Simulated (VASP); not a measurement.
Here is the system:

```
CELL_PARAMETERS angstrom
      0.00000     3.01072     3.01072
      3.01072     0.00000     3.01072
      3.01072     3.01072     0.00000
ATOMIC_POSITIONS crystal
  In 0.00000 0.00000 0.00000
  P  0.25000 0.25000 0.25000
```

These are PBE GGA, VASP's PBE PAW potentials (set 64) (plane waves; VASP) values and carry that method's errors. Settings: 300 eV cut-off, 5×5×5 Γ-centred mesh, Fermi-Dirac smearing of 0.010 eV, potentials In_d P.

At this cut-off the stress carries a Pulay error, which pulls relaxed volumes low.

Give the stress tensor in GPa (positive for a compressed cell).

```
-2.07   0.00   0.00
 0.00  -2.07   0.00
 0.00   0.00  -2.07
```
The pressure is its mean diagonal, -2.07 GPa.

The structure comes from a computed database's InP entry; how it stands against other phases isn't given here. The cell was not relaxed at this level.
